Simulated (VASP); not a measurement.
# Tl3PdPb: density of states with PBEsol

Crystal: Tl3PdPb.

```
CELL_PARAMETERS angstrom
5.31436 0.00000 0.00000
0.00000 5.31436 0.00000
0.00000 0.00000 5.31436
ATOMIC_POSITIONS crystal
Pb 0.50000 0.50000 0.50000
Tl 0.50000 0.00000 0.00000
Tl 0.00000 0.50000 0.00000
Tl 0.00000 0.00000 0.50000
Pd 0.00000 0.00000 0.00000
```

The cell was built by a generator and needn't be a form met in nature.

```yaml
Program: VASP 6.6.1
Task: density of states
Functional: PBEsol
Potentials_or_basis: VASP PAW PBE potentials, release 64 (Pb_d, Tl_d, Pd)
Cutoff: 520 eV
k_mesh: 7 × 7 × 7
Occupations: fermi-dirac, width 0.1 eV
Spin: no spin polarisation
Dipole_correction: no
k_mesh_for_the_DOS: 11 × 11 × 11
Occupations_for_the_DOS: tetrahedron
Further_INCAR_settings: ALGO = Fast; EDIFF = 1e-06
```

The valence electrons inside the program's atomic spheres are Pb 11.85; Tl 11.22; Pd 9.62.

Levels at points of the mesh, in eV from the Fermi level:
| k point | band 29 | band 30 | band 31 | band 32 | band 33 | band 34 |
| --- | --- | --- | --- | --- | --- | --- |
| (0.00, 0.00, 0.00) | -1.90 | -1.90 | -0.58 | -0.58 | 1.99 | 1.99 |

States per cell in windows of 0.5 eV (zero at the Fermi level; states under -8 eV left out):
| from (eV) | total | Pd5_d | Pb1_p | Tl2_s | Tl3_s | Tl4_s | Tl2_p |
| --- | --- | --- | --- | --- | --- | --- | --- |
| -8.0 | 0.24 | 0.00 | 0.00 | 0.02 | 0.02 | 0.02 | 0.00 |
| -7.5 | 0.95 | 0.01 | 0.01 | 0.12 | 0.12 | 0.12 | 0.00 |
| -7.0 | 0.80 | 0.01 | 0.00 | 0.10 | 0.10 | 0.10 | 0.00 |
| -6.5 | 0.69 | 0.02 | 0.01 | 0.12 | 0.12 | 0.12 | 0.00 |
| -6.0 | 3.37 | 0.44 | 0.01 | 0.57 | 0.57 | 0.57 | 0.01 |
| -5.5 | 0.00 | 0.00 | 0.00 | 0.00 | 0.00 | 0.00 | 0.00 |
| -5.0 | 0.00 | 0.00 | 0.00 | 0.00 | 0.00 | 0.00 | 0.00 |
| -4.5 | 0.00 | 0.00 | 0.00 | 0.00 | 0.00 | 0.00 | 0.00 |
| -4.0 | 1.09 | 0.77 | 0.01 | 0.00 | 0.00 | 0.00 | 0.04 |
| -3.5 | 3.87 | 2.79 | 0.03 | 0.01 | 0.01 | 0.01 | 0.09 |
| -3.0 | 4.07 | 3.16 | 0.02 | 0.01 | 0.01 | 0.01 | 0.05 |
| -2.5 | 0.67 | 0.30 | 0.01 | 0.01 | 0.01 | 0.01 | 0.03 |
| -2.0 | 0.71 | 0.20 | 0.02 | 0.01 | 0.01 | 0.01 | 0.04 |
| -1.5 | 1.26 | 0.24 | 0.10 | 0.01 | 0.01 | 0.01 | 0.06 |
| -1.0 | 1.37 | 0.21 | 0.17 | 0.02 | 0.02 | 0.02 | 0.05 |
| -0.5 | 1.99 | 0.33 | 0.28 | 0.06 | 0.06 | 0.06 | 0.06 |
| 0.0 | 1.53 | 0.13 | 0.28 | 0.04 | 0.04 | 0.04 | 0.05 |
| 0.5 | 1.31 | 0.07 | 0.25 | 0.02 | 0.02 | 0.02 | 0.05 |
| 1.0 | 0.69 | 0.05 | 0.09 | 0.01 | 0.01 | 0.01 | 0.04 |
| 1.5 | 1.10 | 0.10 | 0.09 | 0.02 | 0.02 | 0.02 | 0.07 |
| 2.0 | 1.35 | 0.10 | 0.09 | 0.02 | 0.02 | 0.02 | 0.09 |
| 2.5 | 1.56 | 0.09 | 0.09 | 0.02 | 0.02 | 0.02 | 0.13 |
| 3.0 | 1.80 | 0.08 | 0.13 | 0.01 | 0.01 | 0.01 | 0.15 |
| 3.5 | 0.67 | 0.03 | 0.08 | 0.01 | 0.01 | 0.01 | 0.05 |
| 4.0 | 0.46 | 0.02 | 0.07 | 0.00 | 0.00 | 0.00 | 0.03 |
| 4.5 | 0.29 | 0.01 | 0.05 | 0.00 | 0.00 | 0.00 | 0.02 |
| 5.0 | 0.17 | 0.01 | 0.04 | 0.00 | 0.00 | 0.00 | 0.01 |
| 5.5 | 0.03 | 0.00 | 0.00 | 0.00 | 0.00 | 0.00 | 0.00 |
| 6.0 | 0.00 | 0.00 | 0.00 | 0.00 | 0.00 | 0.00 | 0.00 |
| 6.5 | 0.00 | 0.00 | 0.00 | 0.00 | 0.00 | 0.00 | 0.00 |

Run time: 3.8 min on 1 thread of Intel(R) Xeon(R) Platinum 8488C (Sapphire Rapids) (shared host), peak memory 0.44 GiB.

 The run has no spin-orbit coupling, so splittings on Pb, Tl are missing.
